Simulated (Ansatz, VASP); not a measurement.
HfPb in VASP and in Ansatz

The input INCAR:

```
PREC = Accurate
ENCUT = 520
EDIFF = 1E-7
ISMEAR = 0
SIGMA = 0.05
LREAL = False
LASPH = True
NELM = 80
ALGO = Fast
ISIF = 2
LWAVE = False
LCHARG = False
NBANDS = 19
```

KPOINTS

```
regular mesh
0
Gamma
  6 6 6
```

The input POSCAR:

```
HfPb
1.0
    0.0000000000      2.8891565933      2.8891565933
    2.8891565933      0.0000000000      2.8891565933
    2.8891565933      2.8891565933      0.0000000000
Hf Pb
1 1
Direct
    0.0000000000      0.0000000000      0.0000000000
    0.5000000000      0.5000000000      0.5000000000
```

Input for Ansatz:

```yaml
crystal:
  lattice:
    - [0.0, 2.8891565933, 2.8891565933]
    - [2.8891565933, 0.0, 2.8891565933]
    - [2.8891565933, 2.8891565933, 0.0]
  atoms:
    - { symbol: Hf, position: [0.0, 0.0, 0.0] }
    - { symbol: Pb, position: [0.5, 0.5, 0.5] }
basis:
  ecutwfc: 420
kpoints:
  mp_grid: { grid: [6, 6, 6] }
hamiltonian:
  xc: lda
scf:
  occupations: { method: gaussian, width: 0.05 }
output:
  forces: true
  stress: true
  eigenvalues: true
```

The cell comes from a database or a generator and needn't be the stable form of this composition.

Alike in both runs: task single point; functional LDA; k mesh 6 × 6 × 6; occupations gaussian, width 0.05 eV; no spin polarisation.

|  | VASP | Ansatz |
| --- | --- | --- |
| version | VASP 6.6.1 | Ansatz 0.2.0 |
| potentials or method | VASP PAW LDA potentials, release 64 (Hf_pv, Pb_d) | scalar-relativistic, plane waves, PAW |
| plane-wave cutoff (eV) | 520 | 420 |
| valence electrons in the cell | 24 | 40 |

Ansatz gave:

```
gap on the k mesh at the Fermi level (eV) : none
pressure (GPa)                            : 0.1
```

**Question.** Which values does VASP return?

**Answer.** gap on the k mesh at the Fermi level (eV): none; pressure (GPa): 0.0.

A gap of «none» marks a metal or a gap that the smearing closes. The two sets of potentials don't hold the same shells in valence.

The runs have no spin-orbit coupling, so splittings on Hf, Pb are missing.
